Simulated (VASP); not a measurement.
## Adsorption sites of OH on Al(111)

Which site of Al(111) does OH prefer, and what does it do to the work function?

Method: RPBE; plane waves and PAW (Al), in the first sound run; inputs show where later runs differ, in VASP 6.6.1.

### Step 1. Set-up

It takes space group Fm-3m (No. 225, cubic). Conventional cell: a = 4.050 Å, b = 4.050 Å, c = 4.050 Å, α = 90.00°, β = 90.00°, γ = 90.00°. Nearest to Al lie 12 Al at 2.86 Å.

Structure file:

```xyz
1
Lattice="0.0000 2.0250 2.0250 2.0250 0.0000 2.0250 2.0250 2.0250 0.0000" Properties=species:S:1:pos:R:3 pbc="T T T"
Al    0.0000    0.0000    0.0000
```

### Step 2. The bulk reference, job relaxation, k-mesh 16×16×16

The bulk crystal is relaxed first, so that the slabs are cut at this functional's lattice.

Contents of INCAR:

```
SYSTEM = Al
PREC = Accurate
ENCUT = 570
EDIFF = 1E-06
NELM = 120
ISMEAR = 1
SIGMA = 0.15
LREAL = .FALSE.
ALGO = Normal
GGA = RP
NBANDS = 7
LORBIT = 11
LWAVE = .FALSE.
LCHARG = .FALSE.
KPAR = 4
IBRION = 2
NSW = 30
ISIF = 3
EDIFFG = -0.01
POTIM = 0.4
```

Contents of POSCAR:

```
Al
1.0
    0.0000000000      2.0250000000      2.0250000000
    2.0250000000      0.0000000000      2.0250000000
    2.0250000000      2.0250000000      0.0000000000
Al
1
Direct
    0.0000000000      0.0000000000      0.0000000000
```

Contents of KPOINTS:

```
Automatic mesh
0
Gamma
16 16 16
0 0 0
```

PAW data sets: Al (PBE family, release 64).

The run is started by

```bash
$ mpirun -np 4 vasp_std
```

Log:

```text
[banner, memory and clock lines left out]
running    4 mpi-ranks, on    1 nodes
 distrk:  each k-point on    1 cores,    4 groups
 distr:  one band on    1 cores,    1 groups

 POSCAR found type information on POSCAR Al
 POSCAR found :  1 types and       1 ions
|                                                                             |
|               ----> ADVICE to this user running VASP <----                  |
|                                                                             |
|     You enforced a specific xc type in the INCAR file but a different       |
|     [... a line on the potential file left out ...]
|     I HOPE YOU KNOW WHAT YOU ARE DOING!                                     |
|                                                                             |

 LDA part: xc-table for (Slater+PW92), standard interpolation
 POSCAR, INCAR and KPOINTS ok, starting setup
 FFT: planning ... GRIDC
 FFT: planning ... GRID_SOFT
 FFT: planning ... GRID
 WAVECAR not read
 entering main loop
       N       E                     dE             d eps       ncg     rms          rms(c)
DAV:   1    -0.188915132494E+01   -0.18892E+01   -0.92312E+02  2030   0.256E+02
DAV:   2    -0.352347769712E+01   -0.16343E+01   -0.15828E+01  2653   0.221E+01
DAV:   3    -0.353424029968E+01   -0.10763E-01   -0.10757E-01  2947   0.206E+00
DAV:   4    -0.353425932526E+01   -0.19026E-04   -0.19026E-04  2947   0.775E-02
DAV:   5    -0.353425934808E+01   -0.22821E-07   -0.22943E-07  2905   0.185E-03    0.183E+00
DAV:   6    -0.352240133179E+01    0.11858E-01   -0.15127E-03  2681   0.249E-01    0.106E+00
DAV:   7    -0.351305269541E+01    0.93486E-02   -0.46772E-03  2569   0.401E-01    0.190E-01
DAV:   8    -0.351303756486E+01    0.15131E-04   -0.14982E-05  3262   0.321E-02    0.456E-02
DAV:   9    -0.351303391086E+01    0.36540E-05   -0.17280E-06  2758   0.801E-03    0.634E-04
DAV:  10    -0.351303363981E+01    0.27105E-06   -0.70989E-09  1974   0.748E-04
   1 F= -.35130336E+01 E0= -.35132498E+01  d E =-.351303E+01
 curvature:   0.00 expect dE= 0.000E+00 dE for cont linesearch  0.000E+00
 trial: gam= 0.00000 g(F)=  0.000E+00 g(S)=  0.557E-03 ort = 0.000E+00 (trialstep = 0.100E+01)
 search vector abs. value=  0.557E-03
 bond charge predicted
       N       E                     dE             d eps       ncg     rms          rms(c)
DAV:   1    -0.351334472982E+01   -0.31082E-03   -0.30704E-03  2569   0.247E-01    0.542E-02
DAV:   2    -0.351333281827E+01    0.11912E-04   -0.20252E-05  2716   0.366E-02    0.174E-02
DAV:   3    -0.351332422606E+01    0.85922E-05   -0.15231E-06  2639   0.670E-03    0.644E-03
DAV:   4    -0.351332263261E+01    0.15935E-05   -0.37291E-07  1631   0.320E-03    0.372E-03
DAV:   5    -0.351332265381E+01   -0.21205E-07   -0.15370E-08  1218   0.802E-04
   2 F= -.35133227E+01 E0= -.35135432E+01  d E =-.289014E-03
 trial-energy change:   -0.000289  1 .order   -0.000294   -0.000557   -0.000030
 step:   1.0606(harm=  1.0571)  dis= 0.00000  next Energy=    -3.513324 (dE=-0.290E-03)
 reached required accuracy - stopping structural energy minimisation
```

Elapsed: 10 s, on 4 MPI ranks of Intel Xeon Platinum 8175M at 2.50GHz (Skylake/Cascade Lake), shared host; peak memory 0.53 GiB; 34 s of CPU time.

Lines that name or quote the potential files are left out of all logs, and their timing lines are given in words.

From OUTCAR (step 2):

```text
ion  position               nearest neighbor table
   1  0.000  0.000  0.000-

  LATTYP: Found a face centered cubic cell.
 ALAT       =     4.0500000000

 Subroutine GETGRP returns: Found 48 space group operations
 (whereof 48 operations were pure point group operations)

The static configuration has the point symmetry O_h .

 Found    145 irreducible k-points:

   k-points           NKPTS =    145   k-points in BZ     NKDIM =    145   number of bands    NBANDS=      7

   dimension x,y,z NGX =    24 NGY =   24 NGZ =   24
   dimension x,y,z NGXF=    48 NGYF=   48 NGZF=   48

   ENCUT  =  570.0 eV  41.89 Ry    6.47 a.u.   5.57  5.57  5.57*2*pi/ulx,y,z

   NELECT =       3.0000    total number of electrons

 k-points in reciprocal lattice and weights: Automatic mesh
   0.00000000  0.00000000  0.00000000       0.000
   0.06250000  0.00000000  0.00000000       0.002
   0.12500000  0.00000000  0.00000000       0.002
   0.18750000  0.00000000  0.00000000       0.002
   0.25000000  0.00000000  0.00000000       0.002
   0.31250000  0.00000000  0.00000000       0.002
   0.37500000  0.00000000  0.00000000       0.002
   0.43750000  0.00000000  0.00000000       0.002
   0.50000000  0.00000000  0.00000000       0.001
[...]
-0.31250000  0.50000000  0.18750000       0.003
  -0.25000000  0.50000000  0.25000000       0.001

 average (electrostatic) potential at core
       1 -72.9695

 E-fermi :   7.9833

 k-point     1 :       0.0000    0.0000    0.0000
  band No.  band energies     occupation
      1      -3.0941      2.00000
      2      20.4607      0.00000
      3      20.4607      0.00000
      4      20.4607      0.00000
      5      21.9721      0.00000
      6      21.9721      0.00000
    ...

 k-point     2 :       0.0625    0.0000    0.0000
  band No.  band energies     occupation
      1      -2.9889      2.00000
      2      18.6914      0.00000
      3      20.0940      0.00000
      4      20.0940      0.00000
      5      22.5031      0.00000
      6      22.5031      0.00000
    ...

 k-point     3 :       0.1250    0.0000    0.0000
  band No.  band energies     occupation
      1      -2.6737      2.00000
      2      16.1940      0.00000
      3      19.5318      0.00000
      4      19.5318      0.00000
      5      22.5428      0.00000
      6      23.4996      0.00000
    ...

  Total        0.0037483      0.0037483      0.0037483      0.0000000      0.0000000      0.0000000
  in kB        0.3587170      0.3587170      0.3587170      0.0000000      0.0000000      0.0000000
  external PRESSURE =       0.3587170 kB  Pullay stress =       0.0000000 kB

  energy-cutoff  :      570.00
  volume of cell :       16.74
      direct lattice vectors                 reciprocal lattice vectors
    -0.000000000  2.030422477  2.030422477    -0.246254169  0.246254169  0.246254169
     2.030422477 -0.000000000  2.030422477     0.246254169 -0.246254169  0.246254169
     2.030422477  2.030422477 -0.000000000     0.246254169  0.246254169 -0.246254169

 POSITION                                       TOTAL-FORCE (eV/Angst)
 -----------------------------------------------------------------------------------
      0.00000      0.00000      0.00000         0.000000      0.000000      0.000000
 -----------------------------------------------------------------------------------
    total drift:                               -0.000000     -0.000000     -0.000000

  FREE ENERGIE OF THE ION-ELECTRON SYSTEM (eV)
  ---------------------------------------------------
  free  energy   TOTEN  =        -3.5133226538 eV

  energy  without entropy=       -3.5139844186  energy(sigma->0) =       -3.51354324

 reached required accuracy - stopping structural energy minimisation

 total charge
# of ion       s       p       d       tot
------------------------------------------
    1        0.429   0.333   0.000   0.762

[... 3 further parts left out ...]
```

This run has no spin polarisation. Its electron count is odd, so without a moment it is a metal by construction. The PAW data sets were made with PBE, which is usual practice but a small mismatch for other functionals. The run keeps the 48 symmetry operations of its start, so it cannot find a distortion of lower symmetry.

Step by step:

```csv
step,energy less that of the first step (eV),largest force (eV/Å),pressure (GPa),volume (Å³)
1,0.0000,0.0000,0.67,16.61
2,-0.0003,0.0000,0.04,16.74
```

```csv
"conventional cell, symmetrised",before,after,change
a (Å),4.050,4.061,+0.3 %
b (Å),4.050,4.061,+0.3 %
c (Å),4.050,4.061,+0.3 %
volume (Å³/atom),16.61,16.74,+0.8 %
```

The relaxed structure:

```cif
data_structure
_symmetry_space_group_name_H-M 'P 1'
_symmetry_Int_Tables_number 1
_cell_length_a 2.8715
_cell_length_b 2.8715
_cell_length_c 2.8715
_cell_angle_alpha 60.000
_cell_angle_beta 60.000
_cell_angle_gamma 60.000
_cell_volume 16.74
loop_
_atom_site_label
_atom_site_type_symbol
_atom_site_fract_x
_atom_site_fract_y
_atom_site_fract_z
_atom_site_occupancy
Al1 Al 0.00000 0.00000 0.00000 1
```

Numbers from this step:

```
electronic cycles       : 15
electrons               : 3
free energy (TOTEN)     : -3.513 eV
energy at zero smearing : -3.514 eV
Fermi energy            : 7.983 eV
metallic                : yes
```

The run ended after 2 ionic steps, 0.000 eV below its first step, once forces and stress met EDIFFG = -0.01.

Energy at zero smearing: -3.51354 eV.

### Step 3. The bulk reference, job self-consistent run, k-mesh 20×20×20

Contents of INCAR:

```
SYSTEM = Al
PREC = Normal
ENCUT = 440
EDIFF = 1E-06
NELM = 120
ISMEAR = 1
SIGMA = 0.15
LREAL = .FALSE.
ALGO = Fast
GGA = RP
NBANDS = 7
LORBIT = 11
LWAVE = .FALSE.
LCHARG = .FALSE.
KPAR = 4
```

Contents of POSCAR:

```
Al
1.0
    0.0000000000      2.0304224765      2.0304224765
    2.0304224765      0.0000000000      2.0304224765
    2.0304224765      2.0304224765      0.0000000000
Al
1
Direct
    0.0000000000      0.0000000000      0.0000000000
```

Contents of KPOINTS:

```
Automatic mesh
0
Gamma
20 20 20
0 0 0
```

The run is started by

```bash
$ mpirun -np 4 vasp_std
```

Log:

```text
[banner, memory and clock lines left out]
running    4 mpi-ranks, on    1 nodes
[...]
[... a notice as in an earlier step ...]

 LDA part: xc-table for (Slater+PW92), standard interpolation
 POSCAR, INCAR and KPOINTS ok, starting setup
[...]
entering main loop
       N       E                     dE             d eps       ncg     rms          rms(c)
DAV:   1    -0.209267998465E+01   -0.20927E+01   -0.77709E+02  3696   0.197E+02
DAV:   2    -0.352018870936E+01   -0.14275E+01   -0.13519E+01  4886   0.200E+01
DAV:   3    -0.352819214282E+01   -0.80034E-02   -0.79984E-02  4907   0.171E+00
DAV:   4    -0.352820576303E+01   -0.13620E-04   -0.13619E-04  5516   0.608E-02
[...]
RMM:   8    -0.350687206733E+01   -0.12449E-05   -0.13329E-04  3920   0.881E-02    0.105E-02
RMM:   9    -0.350687163707E+01    0.43026E-06   -0.16858E-05  4017   0.278E-02    0.116E-02
RMM:  10    -0.350687098299E+01    0.65409E-06   -0.37750E-06  4123   0.139E-02
   1 F= -.35068710E+01 E0= -.35067727E+01  d E =-.294883E-03
```

Wall time 4.6 s (4 MPI ranks); peak memory 0.47 GiB; 14 s of CPU time.

From OUTCAR (step 3):

```text
  Total        0.0037925      0.0037925      0.0037925     -0.0000000      0.0000000     -0.0000000
  in kB        0.3629469      0.3629469      0.3629469     -0.0000000      0.0000000     -0.0000000
  external PRESSURE =       0.3629469 kB  Pullay stress =       0.0000000 kB

 POSITION                                       TOTAL-FORCE (eV/Angst)
 -----------------------------------------------------------------------------------
      0.00000      0.00000      0.00000         0.000000      0.000000      0.000000
 -----------------------------------------------------------------------------------
    total drift:                                0.000000     -0.000000     -0.000000

  FREE ENERGIE OF THE ION-ELECTRON SYSTEM (eV)
  ---------------------------------------------------
  free  energy   TOTEN  =        -3.5068709830 eV

  energy  without entropy=       -3.5065761005  energy(sigma->0) =       -3.50677269

[... 3 further parts left out ...]
[key lines of the parts left out:]
E-fermi :   8.0023
```

Numbers from this step:

```
electronic cycles       : 10
free energy (TOTEN)     : -3.507 eV
energy at zero smearing : -3.507 eV
Fermi energy            : 8.002 eV
```

Energy at zero smearing: -3.50677 eV.

The run ends at a pressure of 0.04 GPa.

[end of part 1 of 8]

[Lines on the potential files, build, host, timing and source positions are cut from VASP's logs without a mark.]

[Logs are printed without paths, hosts, clocks, repeated set-up lines and the standing remarks that a program may print on its own settings, such as how far it seeks lower states.]

[Hosts, paths, dates, database ids (printed as entryN), source tags and the programs' standing remarks are cut or masked in the printed files.]

[Runs that stopped without an error message from VASP are left out.]
